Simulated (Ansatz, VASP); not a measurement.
## Two plane-wave programs on ScSF

Contents of POSCAR:

```
ScSF
1.0
    3.6858453884      0.0000000000      0.0000000000
   -1.8429226942      3.1920357407      0.0000000000
    0.0000000000      0.0000000000      3.6106618453
Sc S F
1 1 1
Direct
    0.6666666667      0.3333333333      0.5000000000
    0.3333333333      0.6666666667      0.0000000000
    0.0000000000      0.0000000000      0.5000000000
```

The input INCAR.step1:

```
ALGO     = Normal         # electronic algorithm
EDIFF    = 1E-4           # SCF threshold, eV
ENCUT    = 520            # plane-wave cutoff, eV
GGA      = PE             # functional
ISMEAR   = 0              # smearing method
LASPH    = T              # aspherical terms in the spheres
LCHARG   = F              # write CHGCAR
LREAL    = F              # projectors in reciprocal space
LWAVE    = T              # write WAVECAR
NBANDS   = 19             # bands
NELM     = 60             # most SCF steps
PREC     = Accurate       # precision mode
SIGMA    = 0.02           # smearing width, eV
```

File INCAR.step2:

```
ALGO     = Normal         # electronic algorithm
EDIFF    = 1E-6           # SCF threshold, eV
ENCUT    = 520            # plane-wave cutoff, eV
ISIF     = 2              # what is computed and relaxed
ISMEAR   = 0              # smearing method
ISTART   = 1            
LASPH    = T              # aspherical terms in the spheres
LCHARG   = F              # write CHGCAR
LMIXTAU  = T            
LREAL    = F              # projectors in reciprocal space
LWAVE    = F              # write WAVECAR
METAGGA  = R2SCAN         # meta-GGA
NBANDS   = 19             # bands
NELM     = 60             # most SCF steps
PREC     = Accurate       # precision mode
SIGMA    = 0.02           # smearing width, eV
```

The input KPOINTS:

```
k-points
0
Gamma
  9 9 8
```

Input for Ansatz:

```yaml
crystal:
  lattice:
    - [3.6858453884, 0.0, 0.0]
    - [-1.8429226942, 3.1920357407, 0.0]
    - [0.0, 0.0, 3.6106618453]
  atoms:
    - { symbol: Sc, position: [0.6666666667, 0.3333333333, 0.5] }
    - { symbol: S, position: [0.3333333333, 0.6666666667, 0.0] }
    - { symbol: F, position: [0.0, 0.0, 0.5] }
basis:
  ecutwfc: 500
kpoints:
  mp_grid: { grid: [9, 9, 8] }
  band_path:
    path:
      - [[0.0, 0.0, 0.0], [0.5, 0.0, 0.0], [0.33333333, 0.33333333, 0.0], [0.0, 0.0, 0.0], [0.0, 0.0, 0.5], [0.5, 0.0, 0.5], [0.33333333, 0.33333333, 0.5], [0.0, 0.0, 0.5]]
      - [[0.5, 0.0, 0.5], [0.5, 0.0, 0.0]]
      - [[0.33333333, 0.33333333, 0.5], [0.33333333, 0.33333333, 0.0]]
    npoints: 14
hamiltonian:
  xc: r2scan
scf:
  occupations: { method: gaussian, width: 0.02 }
  n_extra_bands: 7
output:
  forces: true
  stress: true
  eigenvalues: true
  populations: true
  dos: { projected: true, de: 0.02, nscf_kmesh: { grid: [14, 14, 12] } }
  bader: true
  write_density: true
  write_potential: true
  elf: true
  volumetric_format: npy
```

Alike in both runs: task single point; functional r2SCAN; k mesh 9 × 9 × 8; occupations gaussian, width 0.02 eV; no spin polarisation.

|  | VASP | Ansatz |
| --- | --- | --- |
| version | VASP 6.6.1 | Ansatz 0.2.0 |
| potentials or method | VASP PAW PBE potentials, release 64 (Sc_sv, S, F) | scalar-relativistic, plane waves, PAW |
| plane-wave cutoff (eV) | 520 | 500 |
| valence electrons in the cell | 24 | 24 |

|  | VASP | Ansatz | Ansatz less VASP |
| --- | --- | --- | --- |
| gap on the k mesh at the Fermi level (eV) | 1.48 | 1.48 | -0.001 |
| least direct gap on the mesh (eV) | 1.48 | 1.48 | -0.001 |
| pressure (GPa) | 2.3 | 1.6 | -0.67 |
| largest component of the traceless stress (GPa) | 0.45 | 1.02 | +0.569 |

Caveats: the PAW data sets were made with another functional, which shifts forces and pressure a little (VASP); an odd mesh through Γ misses points on the zone boundary, where band edges often lie.
